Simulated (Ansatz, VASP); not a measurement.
**One calculation of TiRh, two programs**

```
Ti Rh
1.0
     3.27096    0.00000    0.00000
     0.00000    3.27096    0.00000
     0.00000    0.00000    2.95944
Ti Rh
1 1
Direct
  0.50000 0.50000 0.50000
  0.00000 0.00000 0.00000
```

Change from the starting cell: strain +0.050 along x and y, -0.050 along z, atoms carried along.

Alike in both runs: task single point; functional LDA; k mesh 16 × 16 × 16; occupations gaussian, width 0.15 eV; no spin polarisation.

```csv
,VASP,Ansatz
version,VASP 6.6.1,Ansatz 0.2.0
potentials or method,"VASP PAW LDA potentials, release 64 (Ti_sv, Rh_pv)","scalar-relativistic, plane waves, PAW"
plane-wave cutoff (eV),520,420
valence electrons in the cell,27,29
```

|  | VASP | Ansatz | Ansatz less VASP |
| --- | --- | --- | --- |
| gap on the k mesh at the Fermi level (eV) | none | none | - |
| pressure (GPa) | -19.5 | -19.8 | -0.35 |
| largest component of the traceless stress (GPa) | 1.88 | 1.86 | -0.013 |

A gap of «none» marks a metal or a gap that the smearing closes. The two sets of potentials don't hold the same shells in valence.

Caveats: so large a pressure means that the cell lies far from this level's equilibrium, or that cutoff or potentials fall short (VASP).
